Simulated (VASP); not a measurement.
An input for Quantum ESPRESSO's pw.x (written as the equivalent of a VASP run, and not itself run):

```
&CONTROL
  calculation = 'vc-relax'
  pseudo_dir = './pseudo'
  outdir = './out'
  tprnfor = .true.
  tstress = .true.
  nstep = 60
  forc_conv_thr = 0.00039
/
&SYSTEM
  ibrav = 0
  nat = 2
  ntyp = 2
  ecutwfc = 84
  occupations = 'smearing'
  smearing = 'gaussian'
  degauss = 0.003675
  input_dft = 'pbe'
/
&ELECTRONS
  conv_thr = 7.3e-08
  electron_maxstep = 100
/
&IONS
/
&CELL
/
ATOMIC_SPECIES
  Al 26.982 Al.upf
  As 74.922 As.upf
CELL_PARAMETERS angstrom
     0.0000000    2.8300000    2.8300000
     2.8300000    0.0000000    2.8300000
     2.8300000    2.8300000    0.0000000
ATOMIC_POSITIONS crystal
  Al   0.0000000  0.0000000  0.0000000
  As   0.2500000  0.2500000  0.2500000
K_POINTS automatic
  7 7 7 0 0 0
```

Problem. Translate this input to VASP (INCAR, KPOINTS, POSCAR, choice of POTCAR).

Solution. Several could match; the one computed here: 
File KPOINTS:
```
Automatic
0
Gamma
 7 7 7
```

**INCAR**
```
! general
SYSTEM =AlAs
PREC   =Accurate
ENCUT  =400
LREAL  =F
LASPH  =T

! electronic loop
EDIFF  =1E-6
NELM   =100
ALGO   =Normal
LMAXMIX=4

! smearing
ISMEAR =0
SIGMA  =0.05

! functional
GGA    =PE

! ions
IBRION =2
NSW    =60
ISIF   =3
EDIFFG =-0.01

! output
LWAVE  =F
LCHARG =F
```

File POSCAR:
```
AlAs
1
    0.0000000000     2.8300000000     2.8300000000
    2.8300000000     0.0000000000     2.8300000000
    2.8300000000     2.8300000000     0.0000000000
Al As
1 1
Direct
  0.0000000000   0.0000000000   0.0000000000
  0.2500000000   0.2500000000   0.2500000000
```

POTCAR, in this order: Al As (PBE.64 set). Program: vasp_std.

What does not carry over: the potentials are each code's own (VASP's PAW set, PseudoDojo norm-conserving files in pw.x), so ENCUT and ecutwfc are chosen apart and not converted; conv_thr bounds pw.x's estimated SCF error, while EDIFF bounds the energy change between steps; forc_conv_thr acts on force components and is met together with etot_conv_thr.

The compound is AlAs in the zinc blende structure. This run relaxes it. Symmetry was kept, so distortions that lower it aren't found.
